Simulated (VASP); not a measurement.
**Li9Os2O12 (a cell with a defect): single point with PBEsol**

The system is Li9Os2O12 (a cell with a defect).

```
Li Os O
1.0
     0.86397    4.43177    4.77916
     0.86397   -4.43177    4.77916
     5.10295    0.00000    0.00000
Li Os O
9 2 12
Direct
  0.36774 0.67536 0.48729
  0.71963 0.38117 0.40981
  0.50170 0.09972 0.20670
  0.09832 0.43353 0.32493
  0.27390 0.23222 0.81646
  0.84525 0.14316 0.01177
  0.17044 0.83449 0.02087
  0.94552 0.50974 0.79554
  0.60192 0.94271 0.72938
  0.99944 0.99014 0.51153
  0.49443 0.51636 0.98542
  0.55401 0.22493 0.87534
  0.97381 0.25940 0.65326
  0.26946 0.93204 0.62561
  0.21393 0.53326 0.91043
  0.38818 0.38231 0.34755
  0.13372 0.09205 0.15237
  0.03868 0.71342 0.42092
  0.44143 0.77301 0.07922
  0.77299 0.48859 0.06681
  0.73770 0.04574 0.39170
  0.86231 0.85994 0.83217
  0.56772 0.61707 0.65791
```

* Program: VASP 6.6.1
* Task: single point
* Functional: PBEsol
* Potentials or basis: VASP PAW PBE potentials, release 64 (Li_sv, Os, O)
* Cutoff: 520 eV
* k mesh: 2 × 2 × 2
* Occupations: fermi-dirac, width 0.05 eV
* Spin: no spin polarisation

- Largest force: 4.675 eV/Å
- Band gap on the k mesh: none (metal or under the smearing width)

Forces in eV/Å, atoms in the order of the input:
```
Li  -1.210 -1.494 -1.108
Li   1.113 -0.207 -0.899
Li   0.826 -0.394 -1.069
Li  -0.399  0.214  0.296
Li  -0.490 -0.206 -0.414
Li  -0.359  0.108  0.121
Li  -0.376 -0.218 -0.746
Li  -0.917  0.134  1.646
Li   0.091 -0.449 -0.440
Os   0.280  2.871 -0.481
Os   2.769  1.982 -3.203
O    0.343 -0.987  0.559
O   -1.336  0.603 -0.303
O    0.045 -1.404  0.393
O    0.035  0.831 -0.254
O   -1.073  0.392  1.455
O    1.307 -1.083 -0.649
O   -0.590 -0.483  0.588
O    1.609 -0.464  1.265
O    1.239 -0.704 -1.853
O   -0.653 -0.354  0.682
O    0.030 -0.401  1.795
O   -2.283  1.716  2.619
```

Levels at points of the mesh, in eV from the Fermi level:
```
           k point  band 55  band 56  band 57  band 58  band 59  band 60  band 61  band 62
(0.00, 0.00, 0.00)    -1.60    -1.57    -1.44    -0.13     0.00     0.15     0.20     0.26
(0.50, 0.00, 0.00)    -1.67    -1.55    -1.42    -0.04     0.12     0.16     0.31     0.34
(0.00, 0.50, 0.00)    -1.69    -1.55    -1.43     0.06     0.08     0.20     0.28     0.33
(0.50, 0.50, 0.00)    -1.58    -1.51    -1.35    -0.19     0.08     0.13     0.19     0.37
(0.00, 0.00, 0.50)    -1.81    -1.67    -1.55     0.06     0.10     0.20     0.25     0.29
(0.50, 0.00, 0.50)    -1.65    -1.63    -1.53    -0.27    -0.01     0.10     0.24     0.53
(0.00, 0.50, 0.50)    -1.65    -1.59    -1.47    -0.26    -0.02     0.15     0.21     0.53
(0.50, 0.50, 0.50)    -1.65    -1.53    -1.44     0.05     0.15     0.22     0.28     0.40
```

It took 8.2 min on 1 thread of Intel(R) Xeon(R) Platinum 8259CL CPU @ 2.50GHz (Skylake/Cascade Lake), with other jobs on the host, peak memory 0.35 GiB.

Caveat: the k mesh is coarse (spacing up to 0.63 Å⁻¹), so the values aren't converged; the cell carries a net charge on a neutralising background, which shifts energy and pressure; the cell is charged against a uniform background, so pressure and absolute levels hang on convention; the PAW data sets were made with another functional, which shifts forces and pressure a little. Spin-orbit coupling is left out, which matters for the levels of Os.
